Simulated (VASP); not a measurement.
Be3ZnO4 (space group I-42m): the band gap from VASP (plane waves, PAW) at several levels of theory. Gaps are without spin-orbit coupling. Each level names its cell: its own relaxed one, PBE's, or the starting one. A gap is the smallest over the k-mesh and a band path; hybrids may have named points in place of the path, and GW has the mesh alone.

```tsv
level	band gap (eV)
LDA (own cell)	4.64
PBEsol (own cell)	4.34
```

The cell of the LDA (own cell) run:

```
Be3ZnO4
1.0
   -1.99025     1.99025     3.88593
    1.99025    -1.99025     3.88593
    1.99025     1.99025    -3.88593
Be Zn O
3 1 4
Direct
  0.00000   0.00000   0.00000
  0.75000   0.25000   0.50000
  0.25000   0.75000   0.50000
  0.50000   0.50000   0.00000
  0.08352   0.08352   0.44126
  0.91648   0.35775   0.00000
  0.64225   0.64225   0.55874
  0.35775   0.91648   0.00000
```

Only levels that ran to the end are used. Left out are those held back, those with too coarse a band path, GW runs whose mesh misses a band edge, hybrids' fits of cells that aren't cubic and levels without matching references; a question may draw on a part of the rest.

The structure comes from a computed database's Be3ZnO4 entry (I-42m); how it stands against other phases isn't given here.
